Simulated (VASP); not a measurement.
# Sn2Pt: phonons from a supercell, part 3 of 3

Wanted: whether Sn2Pt is dynamically stable, and its vibrational spectrum. The start is a cell from a database of measured crystal structures.

VASP 6.6.1; LDA; plane waves and PAW (Pt, Sn).

So far. Step 2 (Relax the host): The run ended after 3 ionic steps, 0.005 eV below its first step, once forces and stress met EDIFFG = -0.02. Step 3 (Tight relaxation): The run ended after 3 ionic steps, 0.000 eV below its first step, once forces and stress met EDIFFG = -0.002.

The database entry behind the starting cell differs from later determinations by our own check (0.1 to 0.3 % short, probably kX units), so it need not match the best structure at ambient conditions.

## 4. Force constants in the supercell (continued)

No long-range dipole term. Phonon branches along the path, in cm⁻¹:

```tsv
point	branch 1	branch 2	branch 3	branch 4	branch 5	branch 6	branch 7	branch 8	branch 9
Γ	0	0	0	135	135	135	159	159	159
0.47 of the way	34	34	78	118	118	131	154	167	167
X	71	71	82	89	89	99	173	173	186
0.53 of the way	72	73	81	82	90	117	164	174	184
W	74	75	75	81	91	143	143	176	181
0.53 of the way	70	75	77	83	94	129	156	173	181
K	68	75	77	85	97	123	165	167	182
0.53 of the way	34	45	75	115	133	138	144	158	168
Γ	0	0	0	135	135	135	159	159	159
0.53 of the way	38	38	72	125	131	131	153	153	164
L	50	50	83	126	126	142	150	150	156
0.53 of the way	58	61	82	100	112	137	157	159	171
U	68	75	77	85	97	123	165	167	182
0.53 of the way	70	76	77	83	93	131	155	174	181
W	74	75	75	81	91	143	143	176	181
0.47 of the way	60	63	82	96	107	144	145	170	170
L	50	50	83	126	126	142	150	150	156
0.47 of the way	57	59	82	104	114	139	156	158	168
K	68	75	77	85	97	123	165	167	182
jump to U	68	75	77	85	97	123	165	167	182
0.47 of the way	70	73	82	83	91	109	171	171	185
X	71	71	82	89	89	99	173	173	186
```

The phonon branches as a text plot (rows in cm⁻¹):

```
    182 |       ***********                   ******         ****
    174 |      *********   **                *  *****      **  **
    166 |  ****    *    **   ***     ***    * **     **   * ***
    159 |**  *      *   **** *********  ******  *     **** **
    151 | ***        * *   **  *      ******     *     ****
    143 |  *          *    *****         ***      *********
    136 |** *        **   *  *  ******  *   **   *         *
    128 | **        *  ***    ***   *******   * *       *   **
    120 |   **              * **           *   *      ** **   *
    112 |    **    *       * *             **        **   **
    105 |      *  *      ** *               **      *       *  *
     97 |      ***     **  *                 ****  * *     * ** *
     89 |     * *******  **                   *  ** *       ** **
     81 |    *   *************         **************************
     74 |   *    *********            *       ******         ****
     66 |       *       ***   *              ****  **       ***
     58 |      *           **  *     *      **       **   **
     50 |  *                **          ****           ****
     43 | *  **              ** *   *  *
     35 |                      *      *
     27 |   *                 **     *
     19 |  *                    *  **
     12 |**                     ** *
      4 |*                       **
         Γ       X    W  K        Γ      L     U  W     L   K|U X
```

The phonon density of states has structure finer than the step of the table below, so its rows give means over 5 cm⁻¹, whole bins alone (the curve runs from -13.7 to 204 cm⁻¹). Peaks (cm⁻¹: height): 60.2: 0.0652, 82.0: 0.239, 149.4: 0.150, 164.6: 0.124.

The phonon density of states by frequency; means over each step:

frequency (cm⁻¹), phonon density of states (states/cm⁻¹/cell) and a bar:
```
        0      0.000 
        5      0.000 
       10      0.001 
       15      0.003 #
       20      0.005 #
       25      0.009 ##
       30      0.013 ###
       35      0.018 ####
       40      0.024 ######
       45      0.034 ########
       50      0.054 #############
       55      0.064 ################
       60      0.065 ################
       65      0.063 ################
       70      0.055 ##############
       75      0.023 ######
       80      0.098 ########################
       85      0.079 ####################
       90      0.041 ##########
       95      0.045 ###########
      100      0.047 ############
      105      0.050 ############
      110      0.053 #############
      115      0.055 ##############
      120      0.058 ###############
      125      0.058 ###############
      130      0.053 #############
      135      0.053 #############
      140      0.052 #############
      145      0.033 ########
      150      0.087 ######################
      155      0.071 ##################
      160      0.088 ######################
      165      0.115 #############################
      170      0.120 ##############################
      175      0.066 ################
      180      0.033 ########
      185      0.009 ##
      190      0.000
```

Heat capacity at constant volume against temperature:

temperature (K), heat capacity at constant volume (J/K/mol of atoms) and a bar:
```
        0        0.0 
       25        3.9 #####
       75       16.8 ####################
      100       19.7 ########################
      150       22.3 ###########################
      175       23.0 ############################
      200       23.4 ############################
      250       24.0 #############################
      275       24.1 #############################
      300       24.2 #############################
      350       24.4 #############################
      375       24.5 ##############################
      425       24.6 ##############################
      450       24.6 ##############################
      475       24.7 ##############################
      525       24.7 ##############################
      550       24.7 ##############################
      575       24.8 ##############################
      625       24.8 ##############################
      650       24.8 ##############################
      700       24.8 ##############################
      725       24.8 ##############################
      750       24.8 ##############################
      800       24.8 ##############################
      825       24.8 ##############################
      850       24.9 ##############################
      900       24.9 ##############################
      925       24.9 ##############################
      975       24.9 ##############################
     1000       24.9 ##############################
```

Vibrational entropy against temperature:

```tsv
temperature (K)	vibrational entropy (J/K/mol of atoms)
0	0
25	1.61
75	12.6
100	17.8
150	26.4
175	29.9
200	33.0
250	38.3
275	40.6
300	42.7
350	46.5
375	48.1
425	51.2
450	52.6
475	54.0
525	56.4
550	57.6
575	58.7
625	60.7
650	61.7
700	63.5
725	64.4
750	65.3
800	66.9
825	67.6
850	68.4
900	69.8
925	70.5
975	71.8
1000	72.4
```

## 5. Outcome

| Item | Value |
| --- | --- |
| highest frequency | 186 cm⁻¹ |
| lowest frequency | -1.3e-7 cm⁻¹ |
| zero point energy | 21.2 meV/atom |
| heat capacity 300 | 24.2 J/K/mol of atoms |
| entropy 300 | 42.7 J/K/mol of atoms |

In words: The spectrum reaches 186 cm⁻¹, and its lowest point lies at 0 cm⁻¹. No mode is imaginary, so the structure is a local minimum as far as this supercell can tell. Frequencies between the wave vectors that fit the supercell are interpolated.

[Lines on the potential files, build, host, timing and source positions are cut from VASP's logs without a mark.]

[Logs are printed without paths, hosts, clocks, repeated set-up lines and the standing remarks that a program may print on its own settings, such as how far it seeks lower states.]

[Hosts, paths, dates, database ids (printed as entryN), source tags and the programs' standing remarks are cut or masked in the printed files.]

[Runs that stopped without an error message from VASP are left out.]
